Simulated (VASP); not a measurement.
Consider the following.

```
CELL_PARAMETERS angstrom
      2.98536    -4.22433     0.00000
      2.98536     4.22433     0.00000
      0.00000     0.00000     2.99175
ATOMIC_POSITIONS crystal
  Mg 0.50000 0.50000 0.00000
  Mg 0.00000 0.50000 0.50000
  Mg 0.50000 0.00000 0.50000
  Zn 0.00000 0.00000 0.00000
  O  0.25283 0.74717 0.00000
  O  0.74717 0.25283 0.00000
  O  0.74486 0.74486 0.50000
  O  0.25514 0.25514 0.50000
```

The numbers are results of PBEsol GGA, VASP's PBE PAW potentials (set 64) (plane waves; VASP 6.6.1), not measurements. Settings: 520 eV cut-off, 5×5×8 Γ-centred mesh, tetrahedra with Blöchl corrections, potentials Mg Zn O.

The cores are frozen, which limits the accuracy of field gradients.

### Question
Give the principal components of the electric field gradient (V/Å²) and the asymmetry η at each nucleus.

### Answer

```
atom    Vxx   Vyy    Vzz     η
----  -----  ----  -----  ----
Mg1    -0.9  -0.6    1.4  0.21
Mg2    -1.2  -0.3    1.5  0.65
Mg3    -1.2  -0.3    1.5  0.65
Zn4    -2.3  -0.6    2.9  0.61
O5    -10.0  -9.4   19.4  0.03
O6    -10.0  -9.4   19.4  0.03
O7     10.1   9.5  -19.6  0.03
O8     10.1   9.5  -19.6  0.03
```

The structure comes from a computed database's Mg3ZnO4 entry (Cmmm); how it stands against other phases isn't given here. It was relaxed first.
